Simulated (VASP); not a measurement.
Given:

```xyz
3
Lattice="1.7700 -3.0657 0.0000 1.7700 3.0657 0.0000 0.0000 0.0000 6.0100" Properties=species:S:1:pos:R:3 pbc="T T T"
Ti     0.0000     0.0000     0.0000
Se     1.7700     1.0219     1.5326
Se     1.7700    -1.0219     4.4775
```

All values below come from PBE GGA, VASP's PBE PAW potentials (set 64) (plane waves; VASP). Settings: PREC = Normal, 400 eV cut-off, 9×9×5 Γ-centred mesh, first-order Methfessel-Paxton smearing of 0.10 eV, potentials Ti_sv Se.

Task: What does the run give for the energy per atom (σ→0), pressure, band gap (on the k-mesh) with the smallest direct gap where there is one?

Result: 
```
Property                                                    Result
------------------------  ----------------------------------------
band gap (on the k-mesh)  none (metal, semimetal or under 0.01 eV)
energy per atom (σ→0)                               -6.059 eV/atom
pressure                                                  1.17 GPa
```

Only differences to runs with the same potentials and settings are physical.

The compound is TiSe2 in the 1T layered structure. The cell was not relaxed at this level. The run is one of a series of settings (PREC = Normal against the base run), some of them coarse on purpose.
